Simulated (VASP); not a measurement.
## CaZr2N2: density of states with PBE

CaZr2N2:

```xyz
5
Lattice="3.3468 0.0000 0.0000 -1.6734 2.8984 0.0000 0.0000 0.0000 8.2352" Properties=species:S:1:pos:R:3 pbc="T T T"
Ca    0.0000    0.0000    8.2352
Zr    0.0000    1.9322    5.5471
Zr    1.6734    0.9661    2.6881
N     1.6734    0.9661    6.5872
N     0.0000    1.9322    1.6479
```

The cell was built by a generator and needn't be a form met in nature.

```json
{
 "Program": "VASP 6.6.1",
 "Task": "density of states",
 "Functional": "PBE",
 "Potentials or basis": "VASP PAW PBE potentials, release 64 (Ca_sv, Zr_sv, N)",
 "Cutoff": "520 eV",
 "k mesh": "10 × 10 × 4",
 "Occupations": "gaussian, width 0.1 eV",
 "Spin": "no spin polarisation",
 "k mesh for the DOS": "15 × 15 × 6",
 "Occupations for the DOS": "tetrahedron",
 "Further INCAR settings": "ALGO = Normal; EDIFF = 1e-07"
}
```

* Valence electrons inside the program's atomic spheres: Ca 8.29; Zr 9.79; N 3.68

Levels at points of the mesh, in eV from the Fermi level:
```csv
k point,band 18,band 19,band 20,band 21,band 22,band 23,band 24,band 25,band 26
"(0.00, 0.00, 0.00)",-3.92,-3.78,-3.78,-2.31,1.23,1.23,1.78,2.31,2.40
"(0.00, 0.00, 0.50)",-4.00,-3.70,-3.70,-1.90,1.02,1.47,1.47,1.94,1.96
```

States per cell in windows of 0.5 eV (zero at the Fermi level; states under -8 eV left out):
```tsv
from (eV)	total	Zr2_d	Zr3_d	N4_p	N5_p	Ca1_d	Zr2_p
-8.0	0.00	0.00	0.00	0.00	0.00	0.00	0.00
-7.5	0.00	0.00	0.00	0.00	0.00	0.00	0.00
-7.0	0.00	0.00	0.00	0.00	0.00	0.00	0.00
-6.5	0.00	0.00	0.00	0.00	0.00	0.00	0.00
-6.0	0.02	0.00	0.00	0.00	0.00	0.00	0.00
-5.5	1.48	0.10	0.10	0.23	0.23	0.02	0.01
-5.0	1.78	0.12	0.12	0.29	0.29	0.02	0.01
-4.5	1.78	0.13	0.13	0.32	0.32	0.02	0.01
-4.0	6.55	0.47	0.47	1.37	1.37	0.16	0.06
-3.5	0.49	0.04	0.04	0.11	0.11	0.00	0.00
-3.0	0.00	0.00	0.00	0.00	0.00	0.00	0.00
-2.5	0.03	0.00	0.00	0.00	0.00	0.00	0.00
-2.0	0.31	0.03	0.03	0.02	0.02	0.00	0.01
-1.5	1.37	0.18	0.18	0.04	0.04	0.02	0.03
-1.0	0.76	0.12	0.12	0.02	0.02	0.04	0.01
-0.5	1.65	0.35	0.35	0.04	0.04	0.09	0.02
0.0	1.60	0.36	0.36	0.04	0.04	0.08	0.02
0.5	1.25	0.30	0.30	0.06	0.06	0.05	0.01
1.0	1.06	0.27	0.27	0.05	0.05	0.04	0.01
1.5	1.13	0.30	0.30	0.04	0.04	0.07	0.00
2.0	1.53	0.42	0.42	0.04	0.04	0.12	0.01
2.5	1.29	0.37	0.37	0.05	0.05	0.07	0.01
3.0	0.02	0.01	0.01	0.00	0.00	0.00	0.00
3.5	0.00	0.00	0.00	0.00	0.00	0.00	0.00
4.0	0.00	0.00	0.00	0.00	0.00	0.00	0.00
4.5	0.00	0.00	0.00	0.00	0.00	0.00	0.00
```

It took 86 s on 4 MPI ranks on Intel(R) Xeon(R) Platinum 8488C (Sapphire Rapids) (shared host), peak memory 0.43 GiB a rank.
